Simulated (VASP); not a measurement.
Computed with PBE GGA, VASP's PBE PAW potentials (set 64) (plane waves; VASP).

The input files of a VASP run:

**INCAR**
```
# general
SYSTEM   =  AgCl
PREC     =  Accurate
ENCUT    =  400
LREAL    =  .FALSE.
LASPH    =  .TRUE.

# electronic loop
EDIFF    =  1E-6
NELM     =  100
ALGO     =  Normal
LMAXMIX  =  4

# smearing
ISMEAR   =  0
SIGMA    =  0.05

# functional
GGA      =  PE

# ions
ISIF     =  2

# output
LWAVE    =  .FALSE.
LCHARG   =  .FALSE.
```

File KPOINTS:
```
Automatic mesh
0
Gamma
1 1 1
0 0 0
```

POSCAR:
```
AgCl
5.6610
  0.0000000000   0.5000000000   0.5000000000
  0.5000000000   0.0000000000   0.5000000000
  0.5000000000   0.5000000000   0.0000000000
Ag Cl
1 1
Cartesian
  0.0000000000   0.0000000000   0.0000000000
  0.5000000000   0.5000000000   0.5000000000
```

POTCAR, in this order: Ag Cl (PBE.64 set). Program: vasp_std.

### Question
What will the output report for the number of irreducible k-points (NKPTS), number of bands (NBANDS), largest plane-wave count, number of space-group operations, FFT grid (NGX, NGY, NGZ)?

### Answer

| Property | Value |
|---|---|
| number of irreducible k-points (NKPTS) | 1 |
| number of bands (NBANDS) | 13 |
| largest plane-wave count | 869 |
| number of space-group operations | 48 |
| FFT grid (NGX, NGY, NGZ) | 28 × 28 × 28 |

The compound is AgCl in the rock salt structure. The cell was not relaxed at this level. The k-mesh is coarse (spacing up to 1.92 per Å, 2π included), so the numbers may not be converged in it.
